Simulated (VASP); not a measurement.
## Nickel with LDA: from relaxation to properties

Aim: relax Nickel with LDA, compute its properties on that cell and hold them against experiment. The steps: magnetic order: ferromagnetic, magnetic order: antiferromagnetic, q = (0, 0, 1/2), magnetic order: antiferromagnetic, q = (1/2, 1/2, 0), the orders side by side, relaxing cell and atoms (LDA), second relaxation, single point with fields (LDA), bands along the symmetry lines (LDA), total and projected DOS (LDA), core-level energies (LDA) and electric field gradients (LDA). Left out of this account: 1 further run (phonons: it ended without a result to show). The start is a cell from a database of measured crystal structures.

Program: VASP 6.6.1. Level of theory: LDA, spin-polarised from a ferromagnetic start (one magnetic atom a cell); plane waves and PAW (Ni), in the first sound run; inputs show where later runs differ. Results are calculated unless marked as measured.

**Measured values to reproduce.**

“Abiotic ammonium formation in the presence of Ni-Fe metals and alloys and its implications for the Hadean nitrogen cycle” (2008, pmc:2430951) reports for Ni, fcc, by powder XRD, LeBail refinement (commercial nickel metal powder): lattice constant a (cubic cell parameter a) 3.523 ± 0.001 Å [commercial metal powder; measurement temperature not stated].

Report form: the programs' logs are mostly left out.

## Step 1: Set-up

Symmetry: Fm-3m, No. 225, cubic system. The conventional cell has a = 3.524 Å, b = 3.524 Å, c = 3.524 Å, α = 90.00°, β = 90.00°, γ = 90.00°. Nearest to Ni lie 12 Ni at 2.49 Å.

## Step 2: Magnetic order: ferromagnetic

The properties of a magnet depend on its order, so a few collinear patterns are compared first on the cell as listed, beginning with all moments parallel. LDA, the lowest rung, knows the local density alone.

Contents of INCAR:

```
SYSTEM = Ni
PREC = Accurate
ENCUT = 400
EDIFF = 1E-06
NELM = 100
ISMEAR = 1
SIGMA = 0.2
LREAL = .FALSE.
ALGO = Normal
GGA = CA
NBANDS = 12
ISPIN = 2
MAGMOM = 1
LASPH = .TRUE.
LMAXMIX = 4
LORBIT = 11
LWAVE = .FALSE.
LCHARG = .FALSE.
KPAR = 4
ISIF = 2
```

Contents of POSCAR:

```
Ni
1.0
    0.0000000000      1.7619350000      1.7619350000
    1.7619350000      0.0000000000      1.7619350000
    1.7619350000      1.7619350000      0.0000000000
Ni
1
Direct
    0.0000000000      0.0000000000      0.0000000000
```

Contents of KPOINTS:

```
Automatic mesh
0
Gamma
11 11 11
0 0 0
```

PAW data sets: Ni (LDA family, release 64).

On the command line:

```sh
mpirun -np 4 vasp_std
```

Wall time 2 s (4 MPI ranks of Intel Xeon 6975P-C (Granite Rapids), shared host); peak memory 0.44 GiB; 4.8 s of CPU time.

The k-mesh is coarse for a metal. At this level the cell is under a tension of 18.7 GPa, so at these settings it is away from equilibrium.

Numbers from this step:

- SCF cycles: 13
- electrons: 10
- bands: 12
- irreducible k-points: 56
- symmetry operations: 48
- free energy (TOTEN): -6.528 eV
- energy at zero smearing: -6.528 eV
- Fermi energy: 8.935 eV
- pressure: -18.65 GPa
- moment of the cell, from the last line of the log: 0.5711 μB
- metallic: yes

Spin moment in the PAW sphere by atom:

```
atom  spin moment in the PAW sphere (μB)
 Ni1                               0.578
```

The run ends ferromagnetic with a largest moment of 0.58 μB, and the mesh shows no gap.

## Step 3: Magnetic order: antiferromagnetic, q = (0, 0, 1/2)

This step: LDA, spin-polarised from an antiferromagnetic start; plane waves and PAW (Ni) (VASP 6.6.1).

System of this step: Nickel. It takes space group Fm-3m (No. 225, cubic). Conventional cell: a = 3.524 Å, b = 3.524 Å, c = 3.524 Å, α = 90.00°, β = 90.00°, γ = 90.00°. Nearest to Ni lie 12 Ni at 2.49 Å.

Next, a pattern with opposite moments, which needs a doubled cell; q is given in the reciprocal vectors of the primitive cell.

Changes to INCAR since step 2:

```diff
@@ -10,5 +10,5 @@
 GGA = CA
-NBANDS = 12
+NBANDS = 17
 ISPIN = 2
-MAGMOM = 1
+MAGMOM = 1 -1
 LASPH = .TRUE.
```

Contents of POSCAR:

```
Ni
1.0
    0.0000000000      1.7619350000      1.7619350000
    1.7619350000      0.0000000000      1.7619350000
    3.5238700000      3.5238700000      0.0000000000
Ni
2
Direct
    0.0000000000      0.0000000000      0.0000000000
    0.0000000000      0.0000000000      0.5000000000
```

KPOINTS is that of step 2.

On the command line:

```sh
mpirun -np 4 vasp_std
```

Run time: 14 s. Hardware: 4 MPI ranks; peak memory 0.61 GiB.

At this level the cell is under a tension of 19.2 GPa, so at these settings it is away from equilibrium.

Numbers from this step:

* SCF cycles: 21
* electrons: 20
* bands: 17
* irreducible k-points: 146
* symmetry operations: 12
* free energy (TOTEN): -12.97 eV
* energy at zero smearing: -12.96 eV
* Fermi energy: 8.771 eV
* pressure: -19.23 GPa

Spin moment in the PAW sphere by atom:

```
atom  spin moment in the PAW sphere (μB)
 Ni1                              0.0020
 Ni2                             -0.0020
```

The energy lies +49.8 meV an atom from the first pattern. The moments fall under 0.1 μB, and the mesh shows no gap.

## Step 4: Magnetic order: antiferromagnetic, q = (1/2, 1/2, 0)

INCAR is that of step 3.

Contents of POSCAR:

```
Ni
1.0
    0.0000000000      3.5238700000      3.5238700000
    1.7619350000      1.7619350000      3.5238700000
    1.7619350000      1.7619350000      0.0000000000
Ni
2
Direct
    0.0000000000      0.0000000000      0.0000000000
    0.5000000000      0.0000000000      0.0000000000
```

KPOINTS is that of step 3.

On the command line:

```sh
mpirun -np 4 vasp_std
```

It took 17 s on 4 MPI ranks; peak memory 0.64 GiB.

Numbers from this step:

- SCF cycles: 16
- irreducible k-points: 126
- symmetry operations: 16
- Fermi energy: 8.773 eV
- pressure: -19.24 GPa

The energy lies +48.5 meV an atom from the first pattern. The moments fall under 0.1 μB, and the mesh shows no gap.

## Step 5: The orders side by side

This step: collinear orders at LDA; plane waves and PAW (VASP 6.6.1).

Derived from the runs above.

Patterns, by row:

```
                               start  atoms  energy less that of the first (meV/atom)  largest site moment (μB)      end state
                       ferromagnetic      1                                         0                      0.58  ferromagnetic
  antiferromagnetic, q = (0, 0, 1/2)      2                                      49.8                         0   non-magnetic
antiferromagnetic, q = (1/2, 1/2, 0)      2                                      48.5                         0   non-magnetic
```

The session goes on in the lowest magnetic state found: ferromagnetic. Runs that ended non-magnetic differ by up to 1.2 meV an atom among themselves, which is the error from the unlike meshes of the cells.

## Step 6: Relaxing cell and atoms (LDA)

This step: LDA, spin-polarised from a ferromagnetic start (one magnetic atom a cell); plane waves and PAW (Ni) (VASP 6.6.1).

System of this step: Nickel. The structure is cubic, space group Fm-3m (No. 225). Conventional cell: a = 3.524 Å, b = 3.524 Å, c = 3.524 Å, α = 90.00°, β = 90.00°, γ = 90.00°. Ni has 12 Ni at 2.49 Å nearest.

The start need not lie at this functional's minimum. ISIF = 3 frees volume, shape and positions, and EDIFFG sets the threshold on forces and stress at which the search stops.

Changes to INCAR since step 4:

```diff
@@ -10,5 +10,5 @@
 GGA = CA
-NBANDS = 17
+NBANDS = 12
 ISPIN = 2
-MAGMOM = 1 -1
+MAGMOM = 0.58
 LASPH = .TRUE.
@@ -19,2 +19,5 @@
 KPAR = 4
-ISIF = 2
+IBRION = 2
+NSW = 60
+ISIF = 3
+EDIFFG = -0.01
```

Contents of POSCAR:

```
Ni
1.0
    0.0000000000      1.7619350000      1.7619350000
    1.7619350000      0.0000000000      1.7619350000
    1.7619350000      1.7619350000      0.0000000000
Ni
1
Direct
    0.0000000000      0.0000000000      0.0000000000
```

KPOINTS is that of step 4.

On the command line:

```sh
mpirun -np 4 vasp_std
```

It took 4.2 s on 4 MPI ranks; peak memory 0.5 GiB; 13 s of CPU time.

The magnetic order is the only one that the search above brought to convergence with its moments; longer or canted patterns were not tried. After so large a change of volume the plane waves of the start cell no longer fit, so the final stress carries a basis-set error. The run keeps the 48 symmetry operations of its start, so it cannot find a distortion of lower symmetry.

The steps of the relaxation:

```
step  energy less that of the first step (eV)  largest force (eV/Å)  pressure (GPa)  volume (Å³)
   1                                   0.0000                0.0000          -18.67        10.94
   2                                   0.0300                0.0000           33.25         9.04
   3                                  -0.0597                0.0000           -0.49        10.02
   4                                  -0.0597                0.0000           -0.03        10.00
```

```
conventional cell, symmetrised  before  after  change
                         a (Å)   3.524  3.420  -2.9 %
                         b (Å)   3.524  3.420  -2.9 %
                         c (Å)   3.524  3.420  -2.9 %
              volume (Å³/atom)   10.94  10.00  -8.6 %
```

Final coordinates:

```
Ni
1.0
     0.00000    1.70999    1.70999
     1.70999    0.00000    1.70999
     1.70999    1.70999    0.00000
Ni
1
Direct
  0.00000 0.00000 0.00000
```

Numbers from this step:

```yaml
electrons: 10
bands: 12
irreducible_k_points: 56
symmetry_operations: 48
free_energy_toten: -6.588 eV
energy_at_zero_smearing: -6.588 eV
fermi_energy: 10.27 eV
pressure: -0.02980 GPa
moment_of_the_cell_from_the_last_line_of_the_log: 0.5709 μB
scf_cycles_over_all_ionic_steps: 35
```

Spin moment in the PAW sphere by atom:

```
atom  spin moment in the PAW sphere (μB)
 Ni1                               0.571
```

It ends with forces that vanish by symmetry and a pressure of -0.03 GPa.

## Step 7: Second relaxation

A relaxation keeps the plane waves of the cell it began with, so it is repeated from the new cell, on a basis made for it.

INCAR is that of step 6.

Contents of POSCAR:

```
Ni
1.0
    0.0000000000      1.7099876227      1.7099876227
    1.7099876227      0.0000000000      1.7099876227
    1.7099876227      1.7099876227      0.0000000000
Ni
1
Direct
    0.0000000000      0.0000000000      0.0000000000
```

KPOINTS is that of step 6.

On the command line:

```sh
mpirun -np 4 vasp_std
```

It took 3.8 s on 4 MPI ranks; peak memory 0.47 GiB.

Little changed from the start: no atom moved by 0.005 Å and no cell edge by 0.1 %.

This step gave:

```yaml
free_energy_toten: -6.585 eV
energy_at_zero_smearing: -6.585 eV
fermi_energy: 10.29 eV
pressure: 0.02898 GPa
scf_cycles_over_all_ionic_steps: 24
```

It ends with forces that vanish by symmetry and a pressure of 0.03 GPa. The volume moved by only 0.09 %, so the volume is settled.

## Step 8: Single point with fields (LDA)

A single point on the relaxed cell gives a clean self-consistent state, with density, ELF and potential written out.

Changes to INCAR since step 7:

```diff
@@ -17,7 +17,5 @@
 LWAVE = .FALSE.
-LCHARG = .FALSE.
-KPAR = 4
-IBRION = 2
-NSW = 60
-ISIF = 3
-EDIFFG = -0.01
+LCHARG = .TRUE.
+ISIF = 2
+LELF = .TRUE.
+LVHAR = .TRUE.
```

Contents of POSCAR:

```
Ni
1.0
    0.0000000000      1.7094510755      1.7094510755
    1.7094510755      0.0000000000      1.7094510755
    1.7094510755      1.7094510755      0.0000000000
Ni
1
Direct
    0.0000000000      0.0000000000      0.0000000000
```

KPOINTS is that of step 7.

On the command line:

```sh
mpirun -np 4 vasp_std
```

Run time: 3.8 s. Hardware: 4 MPI ranks; peak memory 0.38 GiB; 12 s of CPU time.

With spin, VASP writes an ELF for each channel.

This step gave:

- SCF cycles: 13
- pressure: -0.003481 GPa

Valence electrons inside each PAW sphere by angular momentum. Sphere charges, by row:

```
atom  s (e)  p (e)  d (e)  tot (e)
 Ni1  0.537  0.577  8.367    9.481
```

Spin density in the ac plane of the conventional cell at fractional y = 0.000, with atoms of Ni within 0.2 Å of it.

Ten even steps from '_' (0.0 e/Å³) to '@' (1.1 e/Å³), each cell a mean:
```
%%**::__________________--##
==--..__________________..--
____________________________
____________________________
__________..::::..__________
__________--**##++..________
__________==%%@@##::________
__________--##%%**::________
__________..--==--..________
____________________________
____________________________
::..____________________..::
##++..__________________--**
@@##::__________________==%%
```
Columns run along a (3.4 Å), rows up along c (3.4 Å), edges of the conventional cell, whose origin can differ from the input's. Atoms in or near the plane, at fractional coordinates: Ni at (0.00, 0.00), Ni at (0.50, 0.50).

ELF of up spins in the ac plane of the conventional cell at fractional y = 0.000, with atoms of Ni within 0.2 Å of it. It is the smooth field of the valence electrons, not physical close to the nuclei.

Values, 14 rows by 14 columns, each cell a mean:
```
0.01 0.01 0.08 0.18 0.21 0.23 0.24 0.24 0.24 0.22 0.21 0.15 0.05 0.01
0.03 0.06 0.15 0.21 0.22 0.23 0.23 0.22 0.23 0.23 0.22 0.19 0.11 0.05
0.14 0.17 0.22 0.23 0.23 0.22 0.21 0.21 0.22 0.23 0.23 0.23 0.19 0.15
0.20 0.21 0.23 0.23 0.23 0.21 0.18 0.17 0.19 0.22 0.23 0.23 0.22 0.21
0.21 0.22 0.23 0.23 0.22 0.15 0.08 0.07 0.10 0.17 0.22 0.23 0.23 0.22
0.23 0.24 0.22 0.21 0.17 0.06 0.01 0.01 0.03 0.10 0.19 0.22 0.23 0.24
0.24 0.23 0.21 0.20 0.14 0.03 0.01 0.02 0.01 0.07 0.17 0.21 0.22 0.24
0.24 0.24 0.22 0.21 0.15 0.05 0.01 0.01 0.01 0.08 0.18 0.21 0.23 0.24
0.22 0.23 0.23 0.22 0.19 0.11 0.05 0.03 0.06 0.15 0.21 0.22 0.23 0.23
0.21 0.22 0.23 0.23 0.23 0.19 0.15 0.14 0.17 0.22 0.23 0.23 0.22 0.21
0.17 0.19 0.22 0.23 0.23 0.22 0.21 0.20 0.21 0.23 0.23 0.23 0.21 0.18
0.07 0.10 0.17 0.22 0.23 0.23 0.22 0.21 0.22 0.23 0.23 0.22 0.15 0.08
0.01 0.03 0.10 0.19 0.22 0.23 0.24 0.23 0.24 0.22 0.21 0.17 0.06 0.01
0.02 0.01 0.07 0.17 0.21 0.22 0.24 0.24 0.23 0.21 0.20 0.14 0.03 0.01
```
Columns run along a (3.4 Å), rows up along c (3.4 Å), edges of the conventional cell, whose origin can differ from the input's. Atoms in or near the plane, at fractional coordinates: Ni at (0.00, 0.00), Ni at (0.50, 0.50).

Electrostatic potential energy in the ac plane of the conventional cell at fractional y = 0.000, with atoms of Ni within 0.2 Å of it. With pseudopotentials it is smooth inside the atoms' cores, unlike the true potential.

Ten even steps from '0' (-98 eV) to '9' (3 eV), each cell a mean:
```
01589999999741
34789999999864
77899999999987
99999888899999
99998754689999
99997411268999
99997300148999
99997410158999
99998643478999
99999877789999
88999999999988
46899999999875
12689999999741
01489999999730
```
Columns run along a (3.4 Å; values clipped at the 3rd and 97th percentile), rows up along c (3.4 Å), edges of the conventional cell, whose origin can differ from the input's. Atoms in or near the plane, at fractional coordinates: Ni at (0.00, 0.00), Ni at (0.50, 0.50).

In this run the pressure is 0.00 GPa, small enough to go on.

## Step 9: Bands along the symmetry lines (LDA)

The mesh alone shows little of the dispersion and can miss band extrema, so KPOINTS_OPT adds a path through the symmetry points after the self-consistent cycle.

Contents of INCAR:

```
SYSTEM = Ni
PREC = Accurate
ENCUT = 400
EDIFF = 1E-06
NELM = 100
ISMEAR = 1
SIGMA = 0.2
LREAL = .FALSE.
ALGO = Normal
GGA = CA
NBANDS = 17
ISPIN = 2
MAGMOM = 0.571
LASPH = .TRUE.
LMAXMIX = 4
LORBIT = 11
LWAVE = .FALSE.
LCHARG = .FALSE.
KPAR = 4
```

POSCAR is that of step 8.

KPOINTS is that of step 8.

Contents of KPOINTS_OPT:

```
Line mode
16
Line-mode
Reciprocal
  0.00000000   0.00000000   0.00000000 GAMMA
  0.50000000   0.00000000   0.50000000 X

  0.50000000   0.00000000   0.50000000 X
  0.50000000   0.25000000   0.75000000 W

  0.50000000   0.25000000   0.75000000 W
  0.37500000   0.37500000   0.75000000 K

  0.37500000   0.37500000   0.75000000 K
  0.00000000   0.00000000   0.00000000 GAMMA

  0.00000000   0.00000000   0.00000000 GAMMA
  0.50000000   0.50000000   0.50000000 L

  0.50000000   0.50000000   0.50000000 L
  0.62500000   0.25000000   0.62500000 U

  0.62500000   0.25000000   0.62500000 U
  0.50000000   0.25000000   0.75000000 W

  0.50000000   0.25000000   0.75000000 W
  0.50000000   0.50000000   0.50000000 L

  0.50000000   0.50000000   0.50000000 L
  0.37500000   0.37500000   0.75000000 K

  0.62500000   0.25000000   0.62500000 U
  0.50000000   0.00000000   0.50000000 X
```

On the command line:

```sh
mpirun -np 4 vasp_std
```

The job ended after 4.8 s (4 MPI ranks; peak memory 0.49 GiB).

This step gave:

```
bands    : 17
pressure : -0.002415 GPa
```

Spin up. Electronic bands along the path, in eV, zero at the Fermi level; # counts the bands kept:

```
          point     #2     #3     #4     #5     #6     #7
              Γ  -2.56  -2.56  -2.56  -1.26  -1.26  24.51
0.53 of the way  -3.73  -1.92  -1.48  -1.48  -0.81  19.82
              X  -4.59  -0.44  -0.29  -0.29   2.52  10.08
0.53 of the way  -4.23  -1.83  -0.87  -0.29   4.85  10.28
              W  -3.30  -3.30  -1.34  -0.29   8.28   8.28
0.47 of the way  -3.84  -2.66  -1.22  -0.40   6.79   8.27
              K  -4.05  -2.21  -1.08  -0.58   6.15   7.82
0.47 of the way  -3.29  -2.57  -1.78  -1.72  -0.05  15.18
              Γ  -2.56  -2.56  -2.56  -1.26  -1.26  24.51
0.47 of the way  -2.93  -2.31  -2.31  -1.22  -1.22  16.23
              L  -2.57  -2.57  -0.47  -0.47  -0.40   6.37
0.47 of the way  -3.14  -2.39  -2.10  -0.54   2.75   6.58
              U  -4.05  -2.21  -1.08  -0.58   6.15   7.82
0.47 of the way  -3.89  -2.57  -1.19  -0.43   6.64   8.18
              W  -3.30  -3.30  -1.34  -0.29   8.28   8.28
0.47 of the way  -3.49  -2.75  -1.78  -0.57   3.98   6.81
              L  -2.57  -2.57  -0.47  -0.47  -0.40   6.37
0.47 of the way  -3.14  -2.39  -2.10  -0.54   2.75   6.58
              K  -4.05  -2.21  -1.08  -0.58   6.15   7.82
      jump to U  -4.05  -2.21  -1.08  -0.58   6.15   7.82
0.53 of the way  -4.45  -1.02  -0.61  -0.35   3.63  10.14
              X  -4.59  -0.44  -0.29  -0.29   2.52  10.08
```

Spin down. The electronic bands at the labelled points (eV, zero at the Fermi level; # counts the bands kept):

```
          point     #1     #2     #3     #4     #5     #6     #7
              Γ  -9.54  -1.97  -1.97  -1.97  -0.72  -0.72  24.49
0.53 of the way  -6.15  -3.20  -1.49  -0.86  -0.86  -0.26  19.94
              X  -4.80  -4.10   0.13   0.38   0.38   2.57  10.35
0.53 of the way  -4.31  -3.74  -1.32  -0.32   0.39   5.06  10.53
              W  -3.78  -2.82  -2.82  -0.82   0.39   8.49   8.49
0.47 of the way  -3.86  -3.37  -2.17  -0.69   0.27   7.01   8.49
              K  -3.98  -3.61  -1.72  -0.54   0.08   6.38   8.04
0.47 of the way  -5.71  -2.78  -2.06  -1.27  -1.10   0.52  15.39
              Γ  -9.54  -1.97  -1.97  -1.97  -0.72  -0.72  24.49
0.47 of the way  -7.43  -2.41  -1.74  -1.74  -0.65  -0.65  16.39
              L  -4.90  -2.05  -2.05  -0.37   0.16   0.16   6.74
0.47 of the way  -4.21  -2.73  -1.94  -1.56   0.09   3.04   6.91
              U  -3.98  -3.61  -1.72  -0.54   0.08   6.38   8.04
0.47 of the way  -3.88  -3.43  -2.08  -0.66   0.24   6.86   8.39
              W  -3.78  -2.82  -2.82  -0.82   0.39   8.49   8.49
0.47 of the way  -3.79  -3.11  -2.28  -1.25   0.07   4.25   7.11
              L  -4.90  -2.05  -2.05  -0.37   0.16   0.16   6.74
0.47 of the way  -4.21  -2.73  -1.94  -1.56   0.09   3.04   6.91
              K  -3.98  -3.61  -1.72  -0.54   0.08   6.38   8.04
      jump to U  -3.98  -3.61  -1.72  -0.54   0.08   6.38   8.04
0.53 of the way  -4.60  -3.97  -0.47  -0.05   0.32   3.80  10.40
              X  -4.80  -4.10   0.13   0.38   0.38   2.57  10.35
```

There is no gap at this level.

Spin up: of the bands kept, 1 crosses the Fermi level on this path. Spin down: of the bands kept, 4 cross the Fermi level on this path.

[end of part 1 of 2]

[Lines on the potential files, build, host, timing and source positions are cut from VASP's logs without a mark.]

[Logs are printed without paths, hosts, clocks, repeated set-up lines and the standing remarks that a program may print on its own settings, such as how far it seeks lower states.]

[Hosts, paths, dates, database ids (printed as entryN), source tags and the programs' standing remarks are cut or masked in the printed files.]

[A measured line is paired with the nearest computed mode of its activity, which favours agreement.]
